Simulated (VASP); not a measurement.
# Si16B (a cell with a defect) in VASP: further runs

The runs below take Si16B (a cell with a defect) through single point, with PBEsol.

Everything below comes from runs of VASP 6.6.1. Logs are shortened: lines on timing, memory, paths and dates and some standing lists are left out, and cuts for length are marked.

## Step 1: The structure

The cell holds a defect, 17 atoms: a = 7.679 Å, b = 7.679 Å, c = 7.679 Å, α = 60.00°, β = 60.00°, γ = 60.00°.

The cell was built by a generator and needn't be a form met in nature.

## Step 2: Single point, PBEsol, collinear spin, zero start

Contents of INCAR:

```
SYSTEM = Si16B
PREC     = Accurate       ! precision mode
ENCUT    = 520            ! plane-wave cutoff, eV
EDIFF    = 1E-6           ! SCF threshold, eV
ISMEAR   = -1             ! smearing method
SIGMA    = 0.05           ! smearing width, eV
LREAL    = Auto         
LASPH    = .True.         ! aspherical terms in the spheres
NELM     = 150            ! most SCF steps
ALGO     = Normal         ! electronic algorithm
ISIF     = 2              ! what is computed and relaxed
LWAVE    = .False.        ! write WAVECAR
LCHARG   = .False.        ! write CHGCAR
ISPIN    = 2              ! spin polarisation
MAGMOM   = 0 0 0 0 0 0 0 0 0 0 0 0 0 0 0 0 0 ! initial moments
LORBIT   = 11             ! projections on sites
GGA      = PS             ! functional
NBANDS   = 52             ! bands
```

Contents of KPOINTS:

```
regular mesh
0
Gamma
  2 2 2
  0 0 0
```

Contents of POSCAR:

```
Si16B
1.0
    0.0000000000      5.4300000000      5.4300000000
    5.4300000000      0.0000000000      5.4300000000
    5.4300000000      5.4300000000      0.0000000000
Si B
16 1
Direct
   -0.0046424494      0.0014000921      0.0092536832
    0.1270207182      0.1250407919      0.1264754144
    0.0165824125     -0.0047091160      0.4983831492
    0.1151602210      0.1374320442      0.6344329650
    0.0067375691      0.4989775322     -0.0039349908
    0.1229420810      0.6298096685      0.1219336096
    0.0013085635      0.5239767035      0.4918105893
    0.1427741252      0.6235798343      0.6236616022
    0.5001250460     -0.0031373849     -0.0037563536
    0.6235946593      0.1313594843      0.1105425414
    0.4921156538      0.0127489871      0.4801209945
    0.6427223757      0.1002221915      0.6254652855
    0.4948217311      0.5028228361      0.0066883978
    0.6336093002      0.6245509208      0.1190279006
    0.5187992634      0.4868276243      0.4928489871
    0.6168656538      0.6201054328      0.6383807551
    0.7795895948      0.8233365562      0.5263201657
```

Potentials or basis: VASP PAW PBE potentials, release 64 (Si, B).

Command:

```bash
$ cat potpaw_PBE.64/Si/POTCAR potpaw_PBE.64/B/POTCAR > POTCAR
$ mpirun -np 1 vasp_std > vasp.out
```

OUTCAR:

```text
SYSTEM = Si16B
   PREC = Accurate
   ENCUT = 520
   EDIFF = 1E-6
   ISMEAR = -1
   LREAL = Auto
   LASPH = .True.
   NELM = 150
   ISIF = 2
   ISPIN = 2
   LORBIT = 11
   GGA = PS

 ion  position               nearest neighbor table
   1  0.995  0.001  0.009-   6 2.33  10 2.34   2 2.34   4 2.35
   2  0.127  0.125  0.126-   3 2.33   1 2.34   9 2.34   5 2.34
   3  0.017  0.995  0.498-   8 2.33   2 2.33  12 2.35   4 2.37  17 2.61
   4  0.115  0.137  0.634-   1 2.35   3 2.37  11 2.37   7 2.43
   5  0.007  0.499  0.996-   8 2.34   6 2.34  14 2.34   2 2.34
   6  0.123  0.630  0.122-   7 2.32   1 2.33  13 2.33   5 2.34
   7  0.001  0.524  0.492-  17 2.12   6 2.32   8 2.34  16 2.42   4 2.43
   8  0.143  0.624  0.624-   3 2.33   5 2.34   7 2.34  15 2.36
   9  0.500  0.997  0.996-  12 2.33  14 2.34  10 2.34   2 2.34
  10  0.624  0.131  0.111-  11 2.32  13 2.33   9 2.34   1 2.34
  11  0.492  0.013  0.480-  17 2.04  10 2.32   4 2.37  12 2.42  16 2.47
  12  0.643  0.100  0.625-  17 2.19   9 2.33   3 2.35  11 2.42  15 2.42
  13  0.495  0.503  0.007-  16 2.31   6 2.33  10 2.33  14 2.34
  14  0.634  0.625  0.119-   9 2.34   5 2.34  13 2.34  15 2.35
  15  0.519  0.487  0.493-  14 2.35   8 2.36  16 2.37  12 2.42
  16  0.617  0.620  0.638-  17 2.07  13 2.31  15 2.37   7 2.42  11 2.47
  17  0.780  0.823  0.526-  11 2.04  16 2.07   7 2.12  12 2.19   3 2.61

  LATTYP: Found a face centered cubic cell.
 ALAT       =    10.8600000000

  Lattice vectors:

 A1 = (   0.0000000000,   5.4300000000,   5.4300000000)
 A2 = (   5.4300000000,   0.0000000000,   5.4300000000)
 A3 = (   5.4300000000,   5.4300000000,   0.0000000000)

Analysis of symmetry for initial positions (statically):
=====================================================================
 Subroutine PRICEL returns:
 Original cell was already a primitive cell.

 Routine SETGRP: Setting up the symmetry group for a
 face centered cubic supercell.

 Subroutine GETGRP returns: Found  1 space group operations
 (whereof  1 operations were pure point group operations)
 out of a pool of 48 trial point group operations.

The static configuration has the point symmetry C_1 .

Analysis of symmetry for dynamics (positions and initial velocities):
=====================================================================
 Subroutine PRICEL returns:
 Original cell was already a primitive cell.

 Routine SETGRP: Setting up the symmetry group for a
 face centered cubic supercell.

 Subroutine GETGRP returns: Found  1 space group operations
 (whereof  1 operations were pure point group operations)
 out of a pool of 48 trial point group operations.

The dynamic configuration has the point symmetry C_1 .

Analysis of structural, dynamic, and magnetic symmetry:
=====================================================================
 Subroutine PRICEL returns:
 Original cell was already a primitive cell.

 Routine SETGRP: Setting up the symmetry group for a
 face centered cubic supercell.

 Subroutine GETGRP returns: Found  1 space group operations
 (whereof  1 operations were pure point group operations)
 out of a pool of 48 trial point group operations.

The overall configuration has the point symmetry C_1 .

 Subroutine INISYM returns: Found  1 space group operations
 (whereof  1 operations are pure point group operations),
 and found     1 'primitive' translations

----------------------------------------------------------------------------------------

                                     Primitive cell

  volume of cell :     320.2060

  direct lattice vectors                    reciprocal lattice vectors
     0.000000000  5.430000000  5.430000000    -0.092081031  0.092081031  0.092081031
     5.430000000  0.000000000  5.430000000     0.092081031 -0.092081031  0.092081031
     5.430000000  5.430000000  0.000000000     0.092081031  0.092081031 -0.092081031

  length of vectors
     7.679179644  7.679179644  7.679179644     0.159489025  0.159489025  0.159489025

  position of ions in fractional coordinates (direct lattice)
     0.995357551  0.001400092  0.009253683
[... 42 lines left out ...]
  ---------------------------------------------------
  free energy    TOTEN  =       -94.39439384 eV

  energy without entropy =      -94.35757118  energy(sigma->0) =      -94.37598251

 E-fermi :   6.2490     XC(G=0):  -9.7087

 val. band max:        6.1060238785   @ k =   0.0000   0.5000   0.5000
 cond. band min:       6.2764912344   @ k =   0.5000   0.0000   0.5000
 fundamental gap:      0.1704673559
 Fermi energy:         6.2489936454

 spin component 1

 k-point     1 :       0.0000    0.0000    0.0000
  band No.  band energies     occupation
      1      -6.4408      1.00000
      2      -4.4220      1.00000
      3      -4.0094      1.00000
      4      -3.8626      1.00000
      5      -3.6421      1.00000
      6      -2.6273      1.00000
[... 373 lines left out ...]
     44       9.9287      0.00000
     45      10.0930      0.00000
 Fermi energy:         6.2489936454

 spin component 2

 k-point     1 :       0.0000    0.0000    0.0000
  band No.  band energies     occupation
      1      -6.4408      1.00000
      2      -4.4220      1.00000
      3      -4.0094      1.00000
      4      -3.8626      1.00000
      5      -3.6421      1.00000
      6      -2.6273      1.00000
[... 373 lines left out ...]
     44       9.9287      0.00000
     45      10.0930      0.00000
 [bands above 45 left out]

------------------------ aborting loop because EDIFF is reached ----------------------------------------

  FORCE on cell =-STRESS in cart. coord.  units (eV):
  Direction    XX          YY          ZZ          XY          YZ          ZX
  --------------------------------------------------------------------------------------
  -------------------------------------------------------------------------------------
  Total        0.2034417      3.0358727      3.4217918      2.3858790     -0.1990690     -2.3828085
  in kB        1.0179372     15.1902409     17.1212187     11.9379431     -0.9960580    -11.9225796
  external PRESSURE =      11.1097990 kB  Pullay stress =       0.0000000 kB

 VOLUME and BASIS-vectors are now :
 -----------------------------------------------------------------------------
  energy-cutoff  :      520.00
  volume of cell :      320.21
      direct lattice vectors                 reciprocal lattice vectors
     0.000000000  5.430000000  5.430000000    -0.092081031  0.092081031  0.092081031
     5.430000000  0.000000000  5.430000000     0.092081031 -0.092081031  0.092081031
     5.430000000  5.430000000  0.000000000     0.092081031  0.092081031 -0.092081031

 POSITION                                       TOTAL-FORCE (eV/Angst)
 -----------------------------------------------------------------------------------
      0.05785      5.45504      5.41239        -0.002057     -0.013134      0.005766
      1.36573      1.37648      1.36869        -0.003834     -0.002562      0.000833
      8.11065      2.79626      5.49447        -0.004728      0.021808      0.025237
      4.19123      4.07029      1.37158         0.019021     -0.005920      0.031483
      8.11808      5.44522      2.74603        -0.012721     -0.006636      0.006185
      4.08197      1.32967      4.08744         0.002018     -0.015656     -0.001255
[... 9 lines left out ...]
      6.83358      6.81599      6.71675         0.001200     -0.000593     -0.010510
      7.32864      7.09109      8.70389         0.140455      0.101793     -0.041723
 -----------------------------------------------------------------------------------
    total drift:                               -0.006939      0.005925      0.004930

  FREE ENERGIE OF THE ION-ELECTRON SYSTEM (eV)
  ---------------------------------------------------
  free  energy   TOTEN  =       -94.3943938399 eV

  energy  without entropy=      -94.3575711753  energy(sigma->0) =      -94.37598251

 total charge

# of ion       s       p       d       tot
------------------------------------------
    1        0.746   0.952   0.000   1.698
    2        0.740   0.958   0.000   1.698
    3        0.751   0.930   0.000   1.681
    4        0.761   0.910   0.000   1.671
    5        0.739   0.960   0.000   1.699
    6        0.747   0.956   0.000   1.703
[... 9 lines left out ...]
   16        0.751   0.921   0.000   1.671
   17        0.732   1.001   0.000   1.733
--------------------------------------------------
tot         12.684  16.040   0.000  28.723

 magnetization (x)

# of ion       s       p       d       tot
------------------------------------------
    1        0.000   0.000   0.000   0.000
    2       -0.000  -0.000   0.000  -0.000
    3        0.000  -0.000   0.000  -0.000
    4        0.000   0.000   0.000   0.000
    5        0.000   0.000   0.000   0.000
    6        0.000   0.000   0.000   0.000
[... 9 lines left out ...]
   16        0.000  -0.000   0.000   0.000
   17       -0.000  -0.000   0.000  -0.000
--------------------------------------------------
tot          0.000   0.000   0.000   0.000
```

Wall time 6.7 min (1 thread of AMD EPYC 9R14 (Zen 4), shared host); peak memory 0.67 GiB.

Results:

* Free energy: -94.3944 eV
* Pressure: 1.1 GPa
* Largest force: 0.178 eV/Å
* Band gap on the k mesh: none (metal or under the smearing width)
* Net moment: 0.00 μB per cell
* Valence electrons inside the program's atomic spheres: Si 1.70, 1.68, 1.67, 1.66, 1.69, 1.71; B 1.73

Forces on the atoms (eV/Å):
```
Si  -0.002 -0.013  0.006
Si  -0.004 -0.003  0.001
Si  -0.005  0.022  0.025
Si   0.019 -0.006  0.031
Si  -0.013 -0.007  0.006
Si   0.002 -0.016 -0.001
Si   0.019 -0.020  0.014
Si  -0.009  0.007  0.018
Si  -0.017 -0.012 -0.010
Si  -0.021 -0.027  0.005
Si  -0.024 -0.045 -0.012
Si  -0.048  0.016 -0.013
Si   0.007 -0.009 -0.016
Si  -0.015 -0.002 -0.003
Si  -0.031  0.013  0.000
Si   0.001 -0.001 -0.011
B    0.140  0.102 -0.042
```

Stress tensor (GPa, compression positive):
```
 0.10  1.19 -1.19
 1.19  1.52 -0.10
-1.19 -0.10  1.71
```

Levels at points of the mesh, in eV from the Fermi level:
Spin up:
```
           k point  band 31  band 32  band 33  band 34  band 35  band 36
(0.00, 0.00, 0.00)    -1.11    -0.48    -0.37    -0.26     0.11     0.19
(0.50, 0.00, 0.00)    -1.15    -1.05    -0.55     0.05     0.23     1.08
(0.00, 0.50, 0.00)    -1.20    -1.09    -0.66    -0.21     0.34     1.06
(0.00, 0.00, 0.50)    -1.11    -1.08    -0.75     0.34     0.73     1.00
(0.50, 0.50, 0.50)    -1.18    -1.01    -0.65     0.05     0.43     1.04
(0.50, 0.50, 0.00)    -1.63    -1.61    -0.27     0.13     0.72     1.31
(0.00, 0.50, 0.50)    -1.64    -1.62    -0.36    -0.14     0.62     1.34
(0.50, 0.00, 0.50)    -1.65    -1.60    -0.30     0.03     0.71     1.34
```
Spin down:
```tsv
k point	band 29	band 30	band 31	band 32	band 33	band 34	band 35	band 36	band 37	band 38
(0.00, 0.00, 0.00)	-1.47	-1.30	-1.11	-0.48	-0.37	-0.26	0.11	0.19	0.34	0.40
(0.50, 0.00, 0.00)	-1.45	-1.33	-1.15	-1.05	-0.55	0.05	0.23	1.08	1.15	1.15
(0.00, 0.50, 0.00)	-1.39	-1.25	-1.20	-1.09	-0.66	-0.21	0.34	1.06	1.10	1.14
(0.00, 0.00, 0.50)	-1.71	-1.30	-1.11	-1.08	-0.75	0.34	0.73	1.00	1.10	1.14
(0.50, 0.50, 0.50)	-1.47	-1.33	-1.18	-1.01	-0.65	0.05	0.43	1.04	1.08	1.13
(0.50, 0.50, 0.00)	-1.92	-1.73	-1.63	-1.61	-0.27	0.13	0.72	1.31	1.52	1.83
(0.00, 0.50, 0.50)	-1.87	-1.75	-1.64	-1.62	-0.36	-0.14	0.62	1.34	1.53	1.91
(0.50, 0.00, 0.50)	-1.95	-1.70	-1.65	-1.60	-0.30	0.03	0.71	1.34	1.54	1.90
```

Caveat: the k mesh is coarse (spacing up to 0.50 Å⁻¹), so the values aren't converged; the PAW data sets were made with another functional, which shifts forces and pressure a little.

[end of part 1 of 2]
